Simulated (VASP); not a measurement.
Input:

```
DyScO3
1.0
    2.77039     1.59948     4.75195
   -2.77039     1.59948     4.75195
    0.00000    -3.19897     4.75195
Dy Sc O
2 2 6
Direct
  0.29515   0.29515   0.29515
  0.79515   0.79515   0.79515
  0.01480   0.01480   0.01480
  0.51480   0.51480   0.51480
  0.72303   0.14025   0.37706
  0.37706   0.72303   0.14025
  0.14025   0.37706   0.72303
  0.87706   0.64025   0.22303
  0.22303   0.87706   0.64025
  0.64025   0.22303   0.87706
```

Computed with PBEsol GGA, VASP's PBE PAW potentials (set 64) (plane waves; VASP 6.6.1). Run with 520 eV cut-off, 5×5×5 Γ-centred mesh, Gaussian smearing of 0.050 eV, potentials Dy_3 Sc_sv O.

The 4f electrons are frozen in the core of the lanthanide potential, so 4f levels, which can set the real gap, and their magnetism are missing.

Q: What does the run give for the energy per atom (σ→0)?

A: 
```
Item                            Value
---------------------  --------------
energy per atom (σ→0)  -9.054 eV/atom
```

Only differences to runs with the same potentials and settings are physical.

The structure was generated: DyScO3 was put into the LiNbO3 type (R3c), which need not be its known phase. It was relaxed first. The start is the result of an earlier pass.
